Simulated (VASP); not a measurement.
A convergence study with VASP on WS2 (2H layered): one setting is varied, all else stays as given below, so the limit is that of these other settings.

```
CELL_PARAMETERS angstrom
      1.57500    -2.72798     0.00000
      1.57500     2.72798     0.00000
      0.00000     0.00000    12.32000
ATOMIC_POSITIONS crystal
  W  0.33333 0.66667 0.25000
  W  0.66667 0.33333 0.75000
  S  0.33333 0.66667 0.87800
  S  0.66667 0.33333 0.37800
  S  0.66667 0.33333 0.12200
  S  0.33333 0.66667 0.62200
```

All values below come from PBEsol GGA, VASP's PBE PAW potentials (set 64) (plane waves; VASP 6.6.1). The tightest run used: 550 eV cut-off, 13×13×3 Monkhorst-Pack mesh, Gaussian smearing of 0.050 eV, potentials W_sv S.

The settings run are 1×1×1 mesh; 2×2×1 mesh; 3×3×1 mesh; 4×4×1 mesh; 5×5×1 mesh; 6×6×1 mesh; 7×7×2 mesh; 8×8×2 mesh; 9×9×2 mesh; 10×10×2 mesh; 11×11×2 mesh; 12×12×3 mesh; 13×13×3 mesh. From which on does the stress (every component) stay within 0.2 GPa of the tightest run?

From 7×7×2 mesh on: it is off by 0.03 there and by no more than 0.2 in any finer run, while 6×6×1 mesh is off by 0.46.
```csv
setting,E (eV/atom),pressure (GPa),largest force (eV/Å),irreducible k-points,difference judged (GPa)
1×1×1 mesh,-5.2890,21.97,4.188,1,36.64
2×2×1 mesh,-8.5495,-2.30,0.465,2,2.06
3×3×1 mesh,-8.3974,-0.63,0.504,3,0.93
4×4×1 mesh,-8.4118,-0.73,0.232,6,0.66
5×5×1 mesh,-8.4178,-0.87,0.258,5,0.42
6×6×1 mesh,-8.4180,-0.87,0.258,12,0.46
7×7×2 mesh,-8.4240,-1.04,0.231,8,0.03
8×8×2 mesh,-8.4236,-1.03,0.230,20,0.01
9×9×2 mesh,-8.4236,-1.03,0.229,12,0.00
10×10×2 mesh,-8.4236,-1.03,0.230,30,0.00
11×11×2 mesh,-8.4236,-1.03,0.230,16,0.00
12×12×3 mesh,-8.4236,-1.03,0.230,84,0.00
13×13×3 mesh,-8.4236,-1.03,0.230,42,0.00
```

Left out are rungs that failed or repeat a setting and relaxations that didn't move; long series are thinned to 24 rows.

The compound is WS2 in the 2H layered structure. The cell was not relaxed at this level, forces remain on its atoms.
